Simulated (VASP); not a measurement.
# RbAl in VASP: further runs, part 2 of 2

VASP 6.6.1. The steps go on from the part before.

### 3 Single point, PBE

This run uses another cell than the first one, of 334.18 Å³/atom, 1.025 times its volume.

INCAR

```
SYSTEM = RbAl
PREC = Accurate
ENCUT = 520
EDIFF = 1E-6
ISMEAR = 0
SIGMA = 0.1
LREAL = .FALSE.
LASPH = .TRUE.
NELM = 100
ALGO = Fast
ISIF = 2
LWAVE = .FALSE.
LCHARG = .FALSE.
LDIPOL = .TRUE.
IDIPOL = 3
DIPOL = 0.5 0.5 0.294
GGA = PE
NBANDS = 13
```

KPOINTS

```
regular mesh
0
G
  10 10 1
  0 0 0
```

POSCAR

```
RbAl
1.0
    5.2992890000      0.0000000000      0.0000000000
    0.0000000000      5.2992890000      0.0000000000
    0.0000000000      0.0000000000     23.8000000000
Rb Al
1 1
Direct
    0.0000000000      0.0000000000      0.2941176471
    0.5000000000      0.5000000000      0.2941176471
```

Potentials or basis: VASP PAW PBE potentials, release 64 (Rb_sv, Al).

On the command line:

```
> cat potpaw_PBE.64/Rb_sv/POTCAR potpaw_PBE.64/Al/POTCAR > POTCAR
> mpirun -np 1 vasp_std > vasp.out
```

OUTCAR:

```text
SYSTEM = RbAl
   PREC = Accurate
   ENCUT = 520
   EDIFF = 1E-6
   ISMEAR = 0
   LREAL = .FALSE.
   LASPH = .TRUE.
   NELM = 100
   ISIF = 2
   GGA = PE

 ion  position               nearest neighbor table
   1  0.000  0.000  0.294-   2 3.75   2 3.75   2 3.75   2 3.75
   2  0.500  0.500  0.294-   1 3.75   1 3.75   1 3.75   1 3.75

  LATTYP: Found a simple tetragonal cell.
 ALAT       =     5.2992890000
 C/A-ratio  =     4.4911685322

  Lattice vectors:

 A1 = (   5.2992890000,   0.0000000000,   0.0000000000)
 A2 = (   0.0000000000,   5.2992890000,   0.0000000000)
 A3 = (   0.0000000000,   0.0000000000,  23.8000000000)

Analysis of symmetry for initial positions (statically):
=====================================================================
 Subroutine PRICEL returns:
 Original cell was already a primitive cell.

 Routine SETGRP: Setting up the symmetry group for a
 simple tetragonal supercell.

 Subroutine GETGRP returns: Found 16 space group operations
 (whereof  8 operations were pure point group operations)
 out of a pool of 16 trial point group operations.

The static configuration has the point symmetry C_4v.
[... 183 lines left out ...]
      9      -0.5194      0.00000
     10       0.0859      0.00000
     11       0.4028      0.00000
     12       0.5735      0.00000
     13       1.1006      0.00000
[... 306 lines left out ...]
  band No.  band energies     occupation
      1     -30.3420      2.00000
      2     -14.5096      2.00000
      3     -14.4439      2.00000
      4     -14.4439      2.00000
      5      -6.5278      2.00000
      6      -2.2361      1.71720
      7      -2.2361      1.71720
      8      -1.4685      0.00000
      9       0.3506      0.00000
     10       0.5510      0.00000
     11       0.5510      0.00000
     12       2.0529      0.00000
     13       2.4479      0.00000

------------------------ aborting loop because EDIFF is reached ----------------------------------------

 vacuum level on the upper side and lower side of the slab       (xc-potential included)        -0.056        -0.054

  FORCE on cell =-STRESS in cart. coord.  units (eV):
  Direction    XX          YY          ZZ          XY          YZ          ZX
  --------------------------------------------------------------------------------------
  -------------------------------------------------------------------------------------
  Total       -0.1647480     -0.1647480     -0.0026521      0.0000000     -0.0000000      0.0000000
  in kB       -0.3949285     -0.3949285     -0.0063576      0.0000000     -0.0000000      0.0000000
  external PRESSURE =      -0.2654049 kB  Pullay stress =       0.0000000 kB

 VOLUME and BASIS-vectors are now :
 -----------------------------------------------------------------------------
  energy-cutoff  :      520.00
  volume of cell :      668.36
      direct lattice vectors                 reciprocal lattice vectors
     5.299289000  0.000000000  0.000000000     0.188704560  0.000000000  0.000000000
     0.000000000  5.299289000  0.000000000     0.000000000  0.188704560  0.000000000
     0.000000000  0.000000000 23.800000000     0.000000000  0.000000000  0.042016807

 POSITION                                       TOTAL-FORCE (eV/Angst)
 -----------------------------------------------------------------------------------
      0.00000      0.00000      7.00000         0.000000     -0.000000      0.000000
      2.64964      2.64964      7.00000         0.000000      0.000000      0.000000
 -----------------------------------------------------------------------------------
    total drift:                               -0.000000     -0.000000     -0.000001

  FREE ENERGIE OF THE ION-ELECTRON SYSTEM (eV)
  ---------------------------------------------------
  free  energy   TOTEN  =        -2.3654430461 eV

  energy  without entropy=       -2.3384801675  energy(sigma->0) =       -2.35196161

 vacuum level on the upper side and lower side of the slab         0.527         0.522
```

OSZICAR:

```text
N       E                     dE             d eps       ncg     rms          rms(c)
DAV:   1     0.632440218421E+02    0.63244E+02   -0.33854E+03   666   0.527E+02
DAV:   2     0.610880657470E+01   -0.57135E+02   -0.55659E+02   761   0.105E+02
DAV:   3    -0.201161438281E+01   -0.81204E+01   -0.80514E+01   824   0.439E+01
[... 13 lines left out ...]
RMM:  17    -0.236542769538E+01   -0.65335E-04   -0.94215E-06   712   0.906E-03    0.118E-03
RMM:  18    -0.236543326112E+01   -0.55657E-05   -0.31596E-06   661   0.472E-03    0.913E-04
RMM:  19    -0.236544023520E+01   -0.69741E-05   -0.12280E-06   553   0.291E-03    0.624E-04
RMM:  20    -0.236544232643E+01   -0.20912E-05   -0.50071E-07   519   0.225E-03    0.325E-04
RMM:  21    -0.236544304608E+01   -0.71965E-06   -0.28271E-07   507   0.193E-03
   1 F= -.23654430E+01 E0= -.23519616E+01  d E =-.269629E-01
```

stdout:

```text
POSCAR found type information on POSCAR RbAl
 POSCAR found :  2 types and       2 ions
 scaLAPACK will be used
 LDA part: xc-table for (Slater+PW92), standard interpolation
 POSCAR, INCAR and KPOINTS ok, starting setup
 FFT: planning ... GRIDC
 FFT: planning ... GRID_SOFT
 FFT: planning ... GRID
 WAVECAR not read
 entering main loop
```

Wall time 3.4 min (1 thread of Intel Xeon 6975P-C (Granite Rapids), shared host); peak memory 0.67 GiB.

Results:

| Item | Value |
| --- | --- |
| Free energy | -2.3654 eV |
| Band gap on the k mesh | none (metal or under the smearing width) |

Levels at points of the mesh, in eV from the Fermi level:
| k point | band 2 | band 3 | band 4 | band 5 | band 6 | band 7 | band 8 | band 9 | band 10 | band 11 |
| --- | --- | --- | --- | --- | --- | --- | --- | --- | --- | --- |
| (0.00, 0.00, 0.00) | -12.36 | -12.25 | -12.25 | -4.81 | -0.09 | 1.09 | 1.09 | 1.64 | 2.25 | 2.56 |
| (0.50, 0.00, 0.00) | -12.35 | -12.30 | -12.24 | -4.37 | -0.95 | 0.18 | 0.64 | 2.56 | 2.96 | 3.16 |
| (0.50, 0.50, 0.00) | -12.35 | -12.28 | -12.28 | -4.37 | -0.08 | -0.08 | 0.69 | 2.51 | 2.71 | 2.71 |

### 4 Single point, PBE

This run uses another cell than the first one, of 334.18 Å³/atom, 1.025 times its volume.

Changes to INCAR since step 3:

```diff
@@ -9,3 +9,3 @@
 NELM = 100
-ALGO = Fast
+ALGO = Normal
 ISIF = 2
```

KPOINTS

```
regular mesh
0
G
  4 4 1
  0 0 0
```

POSCAR is that of step 3.

On the command line:

```
> cat potpaw_PBE.64/Rb_sv/POTCAR potpaw_PBE.64/Al/POTCAR > POTCAR
> mpirun -np 1 vasp_std > vasp.out
```

Run time: 60 s. Hardware: 1 thread of Intel Xeon 6975P-C (Granite Rapids), shared host; peak memory 0.57 GiB.

The run converged. Its results:

| Item | Value |
| --- | --- |
| Free energy | -2.3368 eV |
| Band gap on the k mesh | none (metal or under the smearing width) |

Levels at points of the mesh, in eV from the Fermi level:
| k point | band 3 | band 4 | band 5 | band 6 | band 7 | band 8 | band 9 | band 10 |
| --- | --- | --- | --- | --- | --- | --- | --- | --- |
| (0.00, 0.00, 0.00) | -12.13 | -12.13 | -4.73 | -0.05 | 1.17 | 1.17 | 1.65 | 2.34 |
| (0.50, 0.00, 0.00) | -12.18 | -12.13 | -4.30 | -0.87 | 0.22 | 0.72 | 2.57 | 2.96 |
| (0.50, 0.50, 0.00) | -12.17 | -12.17 | -4.30 | 0.00 | 0.00 | 0.74 | 2.55 | 2.76 |

### 5 Single point, PBE

This run uses another cell than the first one, of 196.58 Å³/atom, 0.603 times its volume.

INCAR

```
SYSTEM = RbAl
ALGO = Normal
DIPOL = 0.5 0.5 0.500
EDIFF = 1E-7
ENCUT = 520
GGA = PE
IDIPOL = 3
ISIF = 2
ISMEAR = 0
LASPH = .TRUE.
LCHARG = .TRUE.
LDIPOL = .TRUE.
LELF = .TRUE.
LREAL = .FALSE.
LVACPOTAV = .TRUE.
LVHAR = .TRUE.
LWAVE = .FALSE.
NBANDS = 13
NELM = 100
PREC = Accurate
SIGMA = 0.1
```

KPOINTS

```
k-points
0
G
  4 4 1
  0 0 0
```

POSCAR

```
RbAl
1.0
    5.2992890000      0.0000000000      0.0000000000
    0.0000000000      5.2992890000      0.0000000000
    0.0000000000      0.0000000000     14.0000000000
Rb Al
1 1
Direct
    0.0000000000      0.0000000000      0.5000000000
    0.5000000000      0.5000000000      0.5000000000
```

On the command line:

```
> cat potpaw_PBE.64/Rb_sv/POTCAR potpaw_PBE.64/Al/POTCAR > POTCAR
> mpirun -np 1 vasp_std > vasp.out
```

Run time: 33 s. Hardware: 1 thread of Intel Xeon 6975P-C (Granite Rapids), shared host; peak memory 0.39 GiB.

The run converged. Its results:

* Free energy: -2.3366 eV
* Band gap on the k mesh: none (metal or under the smearing width)
* Work function of the upper face: 2.69 eV
* Work function of the lower face: 2.69 eV

Levels at points of the mesh, in eV from the Fermi level:
| k point | band 3 | band 4 | band 5 | band 6 | band 7 | band 8 | band 9 | band 10 |
| --- | --- | --- | --- | --- | --- | --- | --- | --- |
| (0.00, 0.00, 0.00) | -12.13 | -12.13 | -4.73 | -0.04 | 1.17 | 1.17 | 1.60 | 2.34 |
| (0.50, 0.00, 0.00) | -12.18 | -12.13 | -4.30 | -0.87 | 0.22 | 0.72 | 2.59 | 2.92 |
| (0.50, 0.50, 0.00) | -12.17 | -12.17 | -4.30 | 0.00 | 0.00 | 0.74 | 2.55 | 2.76 |

### 6 Overview

| cell | k mesh | gap on the mesh (eV) | work function (eV) |
| --- | --- | --- | --- |
| P4/mmm, 326.17 Å³/atom | 10 × 10 × 1 | none | 2.80 |
| P4/mmm, 334.18 Å³/atom | 10 × 10 × 1 | none | - |
| P4/mmm, 334.18 Å³/atom | 4 × 4 × 1 | none | - |
| P4/mmm, 196.58 Å³/atom | 4 × 4 × 1 | none | 2.69 |

Alike in all rows: task single point; level PBE; potentials or basis VASP PAW PBE potentials, release 64 (Rb_sv, Al); no spin polarisation; cutoff (eV) 520; smearing gaussian 0.1 eV.

Every run on the cell as given and a fine mesh finds a metal.

Total energies depend on the potentials used, so only differences within one code and one set of settings carry meaning.
